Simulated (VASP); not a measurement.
IrO₂ (rutile): the lattice constant c from VASP (plane waves, PAW) at several levels of theory. Static lattice. The measured value holds thermal and zero-point effects that the static calculation lacks.

| level | lattice constant c (Å) | error against measurement |
|---|---|---|
| LDA | 3.148 | -0.3 % |
| PBE | 3.188 | +0.9 % |
| PBEsol | 3.163 | +0.1 % |

Measured: 3.159 Å (as given by Zenji Hiroi, Progress in Solid State Chemistry (2015), arXiv:1503.02262).

The cell of the LDA run:

```cif
data_Ir2O4
_chemical_formula_sum 'Ir2 O4'
_space_group_name_H-M_alt 'P 1'
_space_group_IT_number 1
_cell_length_a 4.45367
_cell_length_b 4.45367
_cell_length_c 3.14807
_cell_angle_alpha 90.000
_cell_angle_beta 90.000
_cell_angle_gamma 90.000
loop_
_space_group_symop_operation_xyz
  'x, y, z'
loop_
_atom_site_label
_atom_site_type_symbol
_atom_site_fract_x
_atom_site_fract_y
_atom_site_fract_z
_atom_site_occupancy
Ir1 Ir 0.00000 0.00000 0.00000 1
Ir2 Ir 0.50000 0.50000 0.50000 1
O1 O 0.30898 0.30898 0.00000 1
O2 O 0.80898 0.19102 0.50000 1
O3 O 0.19102 0.80898 0.50000 1
O4 O 0.69102 0.69102 0.00000 1
```

Only levels that ran to the end are used. Left out are those held back, those with too coarse a band path, GW runs whose mesh misses a band edge, hybrids' fits of cells that aren't cubic and levels without matching references; a question may draw on a part of the rest.

The compound is IrO2 in the rutile structure.
